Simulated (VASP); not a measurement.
Level of theory: HSE06 screened hybrid, VASP's PBE PAW potentials (set 64) (plane waves; VASP 6.6.1).

The input files of a VASP run:

**KPOINTS**
```
Automatic mesh
0
Gamma
1 1 1
0 0 0
```

File POSCAR:
```
B32N31
1
    7.2488848260     0.0000000000     0.0000000000
    0.0000000000     7.2488848260     0.0000000000
    0.0000000000     0.0000000000     7.2488848260
B N
32 31
Direct
  0.4991164959   0.9999246028   0.9997248403
  0.7500916494   0.2514935793   0.0002460972
  0.7500706347   0.0003937746   0.2512381823
  0.9991447305   0.9985921204   0.9983193051
  0.2507252690   0.2502671521   0.9976087021
  0.5005343549   0.4979230431   0.0003201838
  0.7513967173   0.7495374422   0.9996863202
  0.2507250362   0.9978325080   0.2501014523
  0.4872582215   0.2556856624   0.2555595480
  0.7633753900   0.4934885163   0.2556267986
  0.5004666406   0.0004927448   0.4977744347
  0.7632474566   0.2559467426   0.4930928094
  0.7513140363   0.9999818651   0.7492411775
  0.9997525809   0.4991761234   0.9975915370
  0.2513231100   0.7509098917   0.9983884245
  0.0018681196   0.2497108684   0.2494606826
  0.2487247878   0.4997349210   0.2496115908
  0.5004732426   0.7490095779   0.2513126336
  0.9996894264   0.9978542326   0.4990012917
  0.2486925570   0.2497908908   0.4995583104
  0.4870333361   0.4939867114   0.4937978999
  0.7500307070   0.7490324519   0.4977403654
  0.2512675426   0.9986146208   0.7507014768
  0.5004333748   0.2514722172   0.7488092571
  0.7500285614   0.4979292917   0.7487632264
  0.9998058112   0.7516441254   0.2500662694
  0.0017806702   0.4997100667   0.4995133143
  0.2506961454   0.7517269630   0.4990619332
  0.9997239429   0.2502628192   0.7514243028
  0.2507283898   0.4992070295   0.7515587036
  0.4991164901   0.7495777226   0.7493815424
  0.9991578830   0.7509037722   0.7506400641
  0.6242962379   0.1301017608   0.1299123349
  0.8780095013   0.3736532305   0.1243599749
  0.8779626064   0.1245853583   0.3733612028
  0.1262616605   0.1236909068   0.1234742538
  0.3726312294   0.3758070227   0.1244647101
  0.6262277447   0.6192626603   0.1299712995
  0.8744481070   0.8751616274   0.1246522452
  0.3725934344   0.1246558443   0.3756436370
  0.8779543122   0.6248764850   0.3756027306
  0.6261731159   0.1301899126   0.6190196980
  0.8778909103   0.3758381167   0.6245888578
  0.8743639490   0.1249163762   0.8749529064
  0.1243025741   0.6257371102   0.1235083961
  0.3760508399   0.8742157553   0.1247308200
  0.1252770664   0.3747654039   0.3745511019
  0.3725232850   0.6249550020   0.3735165270
  0.6252608103   0.8747180134   0.3745530253
  0.1242435751   0.1237209616   0.6255387104
  0.3725412209   0.3737241259   0.6247476996
  0.6242527323   0.6193451567   0.6191125947
  0.8743587784   0.8742532420   0.6243165159
  0.3760625037   0.1249051743   0.8740202568
  0.6252558958   0.3747072128   0.8745338912
  0.8744067686   0.6245395380   0.8739687170
  0.1252361375   0.8747443652   0.3746033183
  0.1262260282   0.6257685016   0.6255748950
  0.3760757539   0.8752749868   0.6244086862
  0.1252139542   0.3747786733   0.8745270177
  0.3761301001   0.6245581269   0.8750963484
  0.6252441434   0.8747307463   0.8745133245
  0.1252287117   0.8747205511   0.8744866256
```

**INCAR**
```
AEXX = 0.25
ALGO = Normal
EDIFF = 1E-5
ENCUT = 400
GGA = PE
HFSCREEN = 0.2
ISIF = 0
ISMEAR = 0
ISPIN = 2
ISYM = 0
LASPH = .TRUE.
LCHARG = .FALSE.
LHFCALC = .TRUE.
LORBIT = 10
LREAL = Auto
LWAVE = .FALSE.
MAGMOM = 63*0.0317
NELECT = 252.0
NELM = 50
NELMIN = 4
NUPDOWN = 2
PREC = Normal
PRECFOCK = Fast
SIGMA = 0.05
SYSTEM = B32N31
```

POTCAR, in this order: B N (PBE.64 set). Program: vasp_gam. Read from the step before: WAVECAR.

The run wrote:

### OSZICAR
```
       N       E                     dE             d eps       ncg     rms          rms(c)
DAV:   1    -0.620638828882E+03   -0.62064E+03   -0.77292E+00   636   0.832E+00    0.264E+00
DAV:   2    -0.620670836177E+03   -0.32007E-01   -0.11324E-01   736   0.818E-01    0.171E+00
DAV:   3    -0.620650967708E+03    0.19868E-01   -0.11567E-02   736   0.291E-01    0.957E-01
DAV:   4    -0.620645688067E+03    0.52796E-02   -0.66229E-03   728   0.196E-01    0.537E-01
DAV:   5    -0.620644383076E+03    0.13050E-02   -0.13058E-03   744   0.922E-02    0.300E-01
DAV:   6    -0.620643961051E+03    0.42203E-03   -0.29205E-04   721   0.492E-02    0.162E-01
DAV:   7    -0.620643838322E+03    0.12273E-03   -0.93519E-05   706   0.289E-02    0.863E-02
DAV:   8    -0.620643803503E+03    0.34819E-04   -0.20160E-05   448   0.145E-02    0.480E-02
DAV:   9    -0.620643793183E+03    0.10320E-04   -0.69880E-06   426   0.897E-03    0.261E-02
DAV:  10    -0.620643790399E+03    0.27843E-05   -0.17435E-06   394   0.420E-03
   1 F= -.62064379E+03 E0= -.62064379E+03  d E =-.140547E-12  mag=     2.0000
```

OUTCAR:
```
------------------------ aborting loop because EDIFF is reached ----------------------------------------
  volume of cell :      380.90
      direct lattice vectors                 reciprocal lattice vectors
     7.248884826  0.000000000  0.000000000     0.137952254  0.000000000  0.000000000
     0.000000000  7.248884826  0.000000000     0.000000000  0.137952254  0.000000000
     0.000000000  0.000000000  7.248884826     0.000000000  0.000000000  0.137952254
  FREE ENERGIE OF THE ION-ELECTRON SYSTEM (eV)
  ---------------------------------------------------
  free  energy   TOTEN  =      -620.6437903986 eV

  energy  without entropy=     -620.6437903986  energy(sigma->0) =     -620.64379040

  exchange ACFDT corr.  =         0.00000000  see jH, gK, PRB 81, 115126

 total charge

# of ion       s       p       d       tot
------------------------------------------
    1        0.669   1.322   0.000   1.991
    2        0.673   1.340   0.000   2.013
    3        0.673   1.340   0.000   2.013
    4        0.674   1.346   0.000   2.020
    5        0.676   1.349   0.000   2.024
    6        0.673   1.340   0.000   2.013
    7        0.669   1.322   0.000   1.991
    8        0.676   1.349   0.000   2.024
    9        0.663   1.238   0.000   1.901
   10        0.663   1.237   0.000   1.901
   11        0.673   1.340   0.000   2.013
   12        0.663   1.236   0.000   1.899
   13        0.669   1.322   0.000   1.991
   14        0.676   1.349   0.000   2.025
   15        0.674   1.346   0.000   2.020
   16        0.677   1.355   0.000   2.032
   17        0.677   1.355   0.000   2.032
   18        0.673   1.340   0.000   2.013
   19        0.676   1.349   0.000   2.025
   20        0.677   1.355   0.000   2.032
   21        0.664   1.239   0.000   1.903
   22        0.673   1.341   0.000   2.013
   23        0.674   1.346   0.000   2.020
   24        0.673   1.340   0.000   2.013
   25        0.673   1.340   0.000   2.013
   26        0.676   1.349   0.000   2.024
   27        0.677   1.355   0.000   2.032
   28        0.676   1.349   0.000   2.025
   29        0.676   1.349   0.000   2.024
   30        0.676   1.349   0.000   2.025
   31        0.669   1.322   0.000   1.991
   32        0.674   1.346   0.000   2.020
   33        1.237   2.661   0.000   3.898
   34        1.233   2.726   0.000   3.959
   35        1.233   2.726   0.000   3.959
   36        1.238   2.706   0.000   3.944
   37        1.233   2.725   0.000   3.958
   38        1.236   2.661   0.000   3.897
   39        1.229   2.720   0.000   3.949
   40        1.233   2.726   0.000   3.959
   41        1.233   2.725   0.000   3.958
   42        1.236   2.661   0.000   3.897
   43        1.233   2.725   0.000   3.958
   44        1.229   2.720   0.000   3.949
   45        1.238   2.706   0.000   3.943
   46        1.229   2.720   0.000   3.949
   47        1.228   2.730   0.000   3.958
   48        1.233   2.726   0.000   3.959
   49        1.227   2.726   0.000   3.953
   50        1.238   2.706   0.000   3.944
   51        1.233   2.726   0.000   3.959
   52        1.236   2.662   0.000   3.898
   53        1.229   2.720   0.000   3.949
   54        1.229   2.720   0.000   3.949
   55        1.227   2.726   0.000   3.953
   56        1.229   2.720   0.000   3.949
   57        1.233   2.725   0.000   3.958
   58        1.238   2.706   0.000   3.944
   59        1.229   2.720   0.000   3.949
   60        1.233   2.725   0.000   3.958
   61        1.229   2.720   0.000   3.949
   62        1.231   2.696   0.000   3.927
   63        1.228   2.726   0.000   3.954
--------------------------------------------------
tot         59.722 126.642   0.000 186.364

 magnetization (x)

# of ion       s       p       d       tot
------------------------------------------
    1        0.000   0.008   0.000   0.008
    2        0.000   0.006   0.000   0.006
    3        0.000   0.006   0.000   0.006
    4        0.000   0.007   0.000   0.007
    5        0.001   0.011   0.000   0.012
    6        0.000   0.006   0.000   0.006
    7        0.000   0.008   0.000   0.008
    8        0.001   0.011   0.000   0.012
    9        0.025   0.100   0.000   0.124
   10        0.025   0.100   0.000   0.126
   11        0.000   0.006   0.000   0.006
   12        0.025   0.100   0.000   0.125
   13        0.000   0.008   0.000   0.008
   14        0.001   0.011   0.000   0.012
   15        0.000   0.007   0.000   0.007
   16        0.001   0.008   0.000   0.009
   17        0.001   0.008   0.000   0.009
   18        0.000   0.006   0.000   0.006
   19        0.001   0.011   0.000   0.012
   20        0.001   0.008   0.000   0.009
   21        0.025   0.102   0.000   0.127
   22        0.000   0.006   0.000   0.006
...
```
(Selected blocks of OUTCAR.)

File OUTCAR:
```
 val. band max:       11.1262128296   @ k =   0.0000   0.0000   0.0000

 cond. band min:      12.0588023299   @ k =   0.0000   0.0000   0.0000


 Fermi energy:        11.4170256489

 spin component 1

 k-point     1 :       0.0000    0.0000    0.0000
  band No.  band energies     occupation
      1     -15.7385      1.00000
      2     -13.7878      1.00000
      3     -13.7768      1.00000
      4     -13.6997      1.00000
      5     -13.6274      1.00000
      6     -13.6248      1.00000
      7     -13.3622      1.00000
      8     -11.9940      1.00000
      9     -11.9818      1.00000
     10     -11.9793      1.00000
     11     -11.9789      1.00000
     12     -11.9781      1.00000
     13     -11.9726      1.00000
     14     -11.9547      1.00000
     15     -11.9544      1.00000
     16     -11.6916      1.00000
     17     -11.6326      1.00000
     18     -11.6281      1.00000
     19     -11.5848      1.00000
     20     -11.4050      1.00000
     21     -11.4046      1.00000
     22     -11.0237      1.00000
     23     -10.5365      1.00000
     24      -9.9489      1.00000
     25      -9.7861      1.00000
     26      -9.7032      1.00000
     27      -9.6373      1.00000
     28      -9.6336      1.00000
     29      -9.4558      1.00000
     30      -9.4322      1.00000
     31      -9.4293      1.00000
     32      -5.4543      1.00000
     33      -5.3204      1.00000
     34      -5.1739      1.00000
     35      -5.1736      1.00000
     36      -3.4496      1.00000
     37      -3.4493      1.00000
     38      -3.4072      1.00000
     39      -3.2523      1.00000
     40      -2.2345      1.00000
     41      -2.1260      1.00000
     42      -2.1091      1.00000
     43      -2.1089      1.00000
     44      -2.1059      1.00000
     45      -2.0820      1.00000
     46      -2.0761      1.00000
     47      -2.0756      1.00000
     48      -2.0006      1.00000
     49      -1.9653      1.00000
...
```

The cell is charged, with a uniform compensating background. The supercell is sampled at Γ alone, which is coarse: total energies, pressure and levels can be off, energies of defects by several tenths of an eV.

The cell is a supercell with a defect, built from BN (zinc blende): vac_N, charge -1. The cell's shape comes from a PBE relaxation.
